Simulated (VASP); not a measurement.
## Cu: free energy against electron temperature

How do entropy and free energy of the electrons in Cu grow with the Fermi-Dirac width, and how far does the Sommerfeld expansion hold?

Calculated with VASP 6.6.1; PBEsol; plane waves and PAW (Cu), in the first sound run; inputs show where later runs differ.

**1. Starting point**

It takes space group Fm-3m (No. 225, cubic). Conventional cell: a = 3.610 Å, b = 3.610 Å, c = 3.610 Å, α = 90.00°, β = 90.00°, γ = 90.00°. Nearest to Cu lie 12 Cu at 2.55 Å.

Coordinates:

```cif
data_structure
_symmetry_space_group_name_H-M 'P 1'
_symmetry_Int_Tables_number 1
_cell_length_a 2.5527
_cell_length_b 2.5527
_cell_length_c 2.5527
_cell_angle_alpha 60.000
_cell_angle_beta 60.000
_cell_angle_gamma 60.000
_cell_volume 11.76
loop_
_atom_site_label
_atom_site_type_symbol
_atom_site_fract_x
_atom_site_fract_y
_atom_site_fract_z
_atom_site_occupancy
Cu1 Cu 0.00000 0.00000 0.00000 1
```

**2. Relax the crystal, PBEsol**

The cell is relaxed and then held.

This step took 2 runs in a row; the last is shown.

Level: PBEsol; plane waves and PAW (Cu).

The input, INCAR:

```
SYSTEM = Cu
PREC = Accurate
ENCUT = 450
EDIFF = 1E-07
NELM = 120
ISMEAR = 1
SIGMA = 0.15
LREAL = .FALSE.
ALGO = Normal
GGA = PS
NBANDS = 11
LASPH = .TRUE.
LORBIT = 11
LWAVE = .FALSE.
LCHARG = .FALSE.
KPAR = 8
IBRION = 2
NSW = 40
ISIF = 3
EDIFFG = -0.005
POTIM = 0.4
```

The input, POSCAR:

```
Cu
1.0
    0.0000000000      1.7819339936      1.7819339936
    1.7819339936      0.0000000000      1.7819339936
    1.7819339936      1.7819339936      0.0000000000
Cu
1
Direct
    0.0000000000      0.0000000000      0.0000000000
```

The input, KPOINTS:

```
Automatic mesh
0
Gamma
21 21 21
0 0 0
```

PAW data sets: Cu (PBE family, release 64).

On the command line:

```console
$ mpirun -np 8 vasp_std
```

The program printed:

```text
[banner, memory and clock lines left out]
running    8 mpi-ranks, on    1 nodes
[...]
|                                                                             |
|           W    W    AA    RRRRR   N    N  II  N    N   GGGG   !!!           |
|           W    W   A  A   R    R  NN   N  II  NN   N  G    G  !!!           |
|           W    W  A    A  R    R  N N  N  II  N N  N  G       !!!           |
|           W WW W  AAAAAA  RRRRR   N  N N  II  N  N N  G  GGG   !            |
|           WW  WW  A    A  R   R   N   NN  II  N   NN  G    G                |
|           W    W  A    A  R    R  N    N  II  N    N   GGGG   !!!           |
|                                                                             |
|     For optimal performance we recommend to set                             |
|       NCORE = 2 up to number-of-cores-per-socket                            |
|     NCORE specifies how many cores store one orbital (NPAR=cpu/NCORE).      |
|     This setting can greatly improve the performance of VASP for DFT.       |
[...]
DAV:   4    -0.540709309107E+01   -0.54833E-02   -0.54827E-02  6953   0.240E+00
[...]
DAV:  10    -0.430602444755E+01   -0.84311E-05   -0.31074E-05  8834   0.911E-02    0.590E-03
DAV:  11    -0.430602549926E+01   -0.10517E-05   -0.52789E-07  7334   0.131E-02    0.334E-04
DAV:  12    -0.430602551462E+01   -0.15353E-07   -0.96255E-09  3831   0.164E-03
   1 F= -.43060255E+01 E0= -.43058864E+01  d E =-.430603E+01
[...]
N       E                     dE             d eps       ncg     rms          rms(c)
DAV:   1    -0.430619851523E+01   -0.17302E-03   -0.28995E-03  7405   0.121E+00    0.108E-01
DAV:   2    -0.430608466754E+01    0.11385E-03   -0.23026E-03  7231   0.940E-01    0.424E-02
DAV:   3    -0.430603284450E+01    0.51823E-04   -0.35317E-04  7254   0.380E-01    0.151E-02
DAV:   4    -0.430602823416E+01    0.46103E-05   -0.55627E-06  7686   0.246E-02    0.522E-04
DAV:   5    -0.430602819180E+01    0.42360E-07   -0.33511E-08  4420   0.189E-03
   2 F= -.43060282E+01 E0= -.43058898E+01  d E =-.267718E-05
 trial-energy change:   -0.000003  1 .order   -0.000002   -0.000006    0.000002
 step:   0.8265(harm=  0.7791)  dis= 0.00000  next Energy=    -4.306028 (dE=-0.283E-05)
 reached required accuracy - stopping structural energy minimisation
```

Run time: 9.6 s. Hardware: 8 MPI ranks of AMD EPYC 7R43, shared host; peak memory 0.85 GiB.

Lines that name or quote the potential files are left out of all logs, and their timing lines are given in words.

OUTCAR, selected parts (step 2):

```text
  Total        0.0020818      0.0020818      0.0020818      0.0000000      0.0000000     -0.0000000
  in kB        0.2950016      0.2950016      0.2950016      0.0000000      0.0000000     -0.0000000
  external PRESSURE =       0.2950016 kB  Pullay stress =       0.0000000 kB

 POSITION                                       TOTAL-FORCE (eV/Angst)
 -----------------------------------------------------------------------------------
     -0.00000      1.78143      1.78143        -0.000000      0.000000      0.000000
 -----------------------------------------------------------------------------------
    total drift:                                0.000000      0.000000      0.000000

  FREE ENERGIE OF THE ION-ELECTRON SYSTEM (eV)
  ---------------------------------------------------
  free  energy   TOTEN  =        -4.3060281918 eV

  energy  without entropy=       -4.3056131414  energy(sigma->0) =       -4.30588984

 reached required accuracy - stopping structural energy minimisation

[... 3 further parts left out ...]
[key lines of the parts left out:]
E-fermi :   7.9957
```

Numbers from this step:

```
energy(sigma→0) of the program : -4.3059 eV
stress, compression positive   : xx, yy, zz 0.03, 0.03, 0.03 GPa
volume                         : 11.307 Å³
ionic steps                    : 2
```

**3. Tetrahedra, PBEsol**

Tetrahedra give the density of states at the Fermi level without smearing.

Level: PBEsol; plane waves and PAW (Cu).

The input, INCAR:

```
SYSTEM = Cu
PREC = Accurate
ENCUT = 450
EDIFF = 1E-08
NELM = 100
ISMEAR = -5
SIGMA = 0.15
LREAL = .FALSE.
ALGO = Normal
GGA = PS
NBANDS = 13
LASPH = .TRUE.
LORBIT = 11
LWAVE = .FALSE.
LCHARG = .FALSE.
KPAR = 2
ISIF = 2
NEDOS = 3001
```

The input, POSCAR:

```
Cu
1.0
    0.0000000000      1.7814290116      1.7814290116
    1.7814290116      0.0000000000      1.7814290116
    1.7814290116      1.7814290116      0.0000000000
Cu
1
Direct
    0.0000000000      0.0000000000      0.0000000000
```

The input, KPOINTS:

```
Automatic mesh
0
Gamma
36 36 36
0 0 0
```

On the command line:

```console
$ mpirun -np 2 vasp_std
```

The program printed:

```text
[banner, memory and clock lines left out]
running    2 mpi-ranks, on    1 nodes
[...]
[... a notice as in an earlier step ...]

 LDA part: xc-table for (Slater+PW92), standard interpolation
 POSCAR, INCAR and KPOINTS ok, starting setup
[...]
entering main loop
       N       E                     dE             d eps       ncg     rms          rms(c)
DAV:   1     0.391563707525E+02    0.39156E+02   -0.47992E+03 36946   0.128E+03
DAV:   2    -0.410922156285E+01   -0.43266E+02   -0.39843E+02 33783   0.191E+02
DAV:   3    -0.540032618510E+01   -0.12911E+01   -0.12858E+01 38363   0.360E+01
DAV:   4    -0.540727398288E+01   -0.69478E-02   -0.69475E-02 36688   0.234E+00
[...]
DAV:  12    -0.430738169749E+01   -0.26438E-07   -0.70236E-09 25689   0.113E-03    0.820E-05
DAV:  13    -0.430738173280E+01   -0.35313E-07   -0.14724E-09 22675   0.523E-04    0.115E-05
DAV:  14    -0.430738173657E+01   -0.37658E-08   -0.18253E-10 18485   0.187E-04
   1 F= -.43073817E+01 E0= -.43073817E+01  d E =0.000000E+00
|                                                                             |
|           W    W    AA    RRRRR   N    N  II  N    N   GGGG   !!!           |
|           W    W   A  A   R    R  NN   N  II  NN   N  G    G  !!!           |
|           W    W  A    A  R    R  N N  N  II  N N  N  G       !!!           |
|           W WW W  AAAAAA  RRRRR   N  N N  II  N  N N  G  GGG   !            |
|           WW  WW  A    A  R   R   N   NN  II  N   NN  G    G                |
|           W    W  A    A  R    R  N    N  II  N    N   GGGG   !!!           |
|                                                                             |
|     Tetrahedron method does not include variations of the Fermi             |
|     occupations, so forces and stress will be inaccurate. We suggest        |
|     using a different smearing scheme ISMEAR = 1 or 2 for metals in         |
|     relaxations.                                                            |
|                                                                             |
```

Elapsed: 72 s, on 2 MPI ranks; peak memory 0.41 GiB.

OUTCAR, selected parts (step 3):

```text
  Total        0.0065857      0.0065857      0.0065857     -0.0000000     -0.0000000      0.0000000
  in kB        0.9332030      0.9332030      0.9332030     -0.0000000     -0.0000000      0.0000000
  external PRESSURE =       0.9332030 kB  Pullay stress =       0.0000000 kB

 POSITION                                       TOTAL-FORCE (eV/Angst)
 -----------------------------------------------------------------------------------
      0.00000      0.00000      0.00000         0.000000      0.000000      0.000000
 -----------------------------------------------------------------------------------
    total drift:                                0.000000     -0.000000      0.000000

  FREE ENERGIE OF THE ION-ELECTRON SYSTEM (eV)
  ---------------------------------------------------
  free  energy   TOTEN  =        -4.3073817366 eV

  energy  without entropy=       -4.3073817366  energy(sigma->0) =       -4.30738174

[... 3 further parts left out ...]
[key lines of the parts left out:]
E-fermi :   7.9694
```

This run gave:

```
energy(sigma→0) of the program : -4.3074 eV
```

The run ends at a pressure of 0.09 GPa.

**4. Electron temperature, PBEsol**

One member in full: SIGMA = 0.3 eV.

Level: PBEsol; plane waves and PAW (Cu).

INCAR, as its differences from that of step 3:

```diff
@@ -5,4 +5,4 @@
 NELM = 100
-ISMEAR = -5
-SIGMA = 0.15
+ISMEAR = -1
+SIGMA = 0.3
 LREAL = .FALSE.
@@ -17,2 +17 @@
 ISIF = 2
-NEDOS = 3001
```

POSCAR is that of step 3.

KPOINTS is that of step 3.

On the command line:

```console
$ mpirun -np 2 vasp_std
```

The program printed:

```text
[... set-up lines as in an earlier step ...]
 entering main loop
       N       E                     dE             d eps       ncg     rms          rms(c)
DAV:   1     0.391218496911E+02    0.39122E+02   -0.47992E+03 36946   0.128E+03
DAV:   2    -0.419362839028E+01   -0.43315E+02   -0.39715E+02 33783   0.191E+02
DAV:   3    -0.548215461341E+01   -0.12885E+01   -0.12807E+01 38363   0.360E+01
DAV:   4    -0.548908669656E+01   -0.69321E-02   -0.69313E-02 36688   0.234E+00
[...]
DAV:  12    -0.435292913339E+01   -0.15687E-07   -0.10886E-08 26411   0.155E-03    0.861E-05
DAV:  13    -0.435292917095E+01   -0.37560E-07   -0.14602E-09 22735   0.540E-04    0.136E-05
DAV:  14    -0.435292917421E+01   -0.32569E-08   -0.22509E-10 18570   0.217E-04
   1 F= -.43529292E+01 E0= -.43033626E+01  d E =-.991331E-01
```

The job ended after 91 s (2 MPI ranks; peak memory 0.4 GiB).

From OUTCAR (step 4):

```text
  LATTYP: Found a face centered cubic cell.
 ALAT       =     3.5628580232

 Subroutine GETGRP returns: Found 48 space group operations
 (whereof 48 operations were pure point group operations)

The static configuration has the point symmetry O_h .

 Found   1240 irreducible k-points:

   dimension x,y,z NGX =    18 NGY =   18 NGZ =   18
   dimension x,y,z NGXF=    36 NGYF=   36 NGZF=   36

   ENCUT  =  450.0 eV  33.07 Ry    5.75 a.u.   4.36  4.36  4.36*2*pi/ulx,y,z

   NELECT =      11.0000    total number of electrons

 E-fermi :   7.9882

 k-point     1 :       0.0000    0.0000    0.0000
  band No.  band energies     occupation
    ...
      2       4.7637      1.99996
      3       4.7637      1.99996
      4       4.7637      1.99996
      5       5.6524      1.99917
      6       5.6524      1.99917
      7      30.8837      0.00000
      8      33.8346      0.00000
      9      33.8346      0.00000
     10      33.8346      0.00000
     11      36.3492      0.00000
    ...

 k-point     2 :       0.0278    0.0000    0.0000
  band No.  band energies     occupation
    ...
      2       4.7571      1.99996
      3       4.7695      1.99996
      4       4.7695      1.99996
      5       5.6499      1.99918
      6       5.6499      1.99918
      7      30.7686      0.00000
      8      33.2520      0.00000
      9      33.7274      0.00000
     10      33.7274      0.00000
     11      36.4968      0.00000
    ...

  Total        0.0418242      0.0418242      0.0418242      0.0000000      0.0000000      0.0000000
  in kB        5.9265538      5.9265538      5.9265538      0.0000000      0.0000000      0.0000000
  external PRESSURE =       5.9265538 kB  Pullay stress =       0.0000000 kB

  FREE ENERGIE OF THE ION-ELECTRON SYSTEM (eV)
  ---------------------------------------------------
  free  energy   TOTEN  =        -4.3529291742 eV

  energy  without entropy=       -4.2537960784  energy(sigma->0) =       -4.30336263

 total charge
# of ion       s       p       d       tot
------------------------------------------
    1        0.466   0.422   9.166  10.054

[... 3 parts as in an earlier step ...]

[... 7 further parts left out ...]
```

This run gave:

* energy(sigma→0) of the program: -4.3034 eV
* stress, compression positive: xx, yy, zz 0.59, 0.59, 0.59 GPa

The run ends at a pressure of 0.59 GPa.

**5. The whole series**

The other members went through these steps as far as the tables show, on the same mesh; 7 runs are not shown. The session took 0.43 core hours (wall time by ranks) on a shared machine.

| width kT (eV) | temperature (K) | free energy less that of the narrowest width (meV/atom) | TS (meV/atom) | pressure (GPa) | shift of the Fermi level (eV) |
| --- | --- | --- | --- | --- | --- |
| 0.025 | 290 | 0.000 | 0.541 | 0.066 | 0.000 |
| 0.050 | 580 | -0.852 | 2.332 | 0.089 | -0.003 |
| 0.075 | 870 | -2.333 | 5.385 | 0.113 | -0.005 |
| 0.100 | 1160 | ? | ? | 0.137 | -0.007 |
| 0.150 | 1741 | -10.516 | 21.942 | 0.196 | -0.006 |
| 0.200 | 2321 | -19.107 | 39.628 | 0.278 | -0.004 |
| 0.300 | 3481 | -45.122 | 99.133 | 0.593 | 0.016 |

**6. The Sommerfeld expansion**

At low temperature TS = (π²/3) g (kT)², so TS, twice the difference of energy(sigma→0) and the free energy, over (π²/3)(kT)² is an effective density of states: 0.263, 0.283, 0.291, 0.296, 0.301, 0.335 states/eV/atom in the rows shown.

Fitting a parabola to the 6 known rows (σ: width in eV) gives g = 0.1338 σ² + 0.1723 σ + 0.2684 in states/eV/atom; the residuals are 0.0067 states/eV/atom r.m.s.

At σ = 0.1 this predicts 0.287 states/eV/atom.

**7. Prediction against calculation**

The calculation gives 0.294 states/eV/atom, so the prediction is 0.007 states/eV/atom too low, within twice the residual of the fit.

The parabola in σ is an empirical guide, not the expansion itself. Tetrahedra give g = 0.297 states/eV/atom at the Fermi level, the limit that the series should reach at zero width.

**8. Outcome**

- density of states at the Fermi level, tetrahedra: 0.30 states/eV/atom
- Sommerfeld coefficient from it: 0.70 mJ per mole of atoms and K²
- pressure at the widest setting: 0.59 GPa
- error of the predicted g: -0.007 states/eV/atom

Against the tetrahedron value, the effective density of states stands at -11 % at 0.025 eV, -5 % at 0.05 eV, -1 % at 0.1 eV, +13 % at 0.3 eV. At the widest setting the states within reach are denser than those at the Fermi level. The narrowest row breaks the trend of the next ones, as mesh noise would; no test of the mesh was run. The bare coefficient lacks the electron-phonon enhancement of measured heat capacities.

[Lines on the potential files, build, host, timing and source positions are cut from VASP's logs without a mark.]

[Logs are printed without paths, hosts, clocks, repeated set-up lines and the standing remarks that a program may print on its own settings, such as how far it seeks lower states.]

[Hosts, paths, dates, database ids (printed as entryN), source tags and the programs' standing remarks are cut or masked in the printed files.]
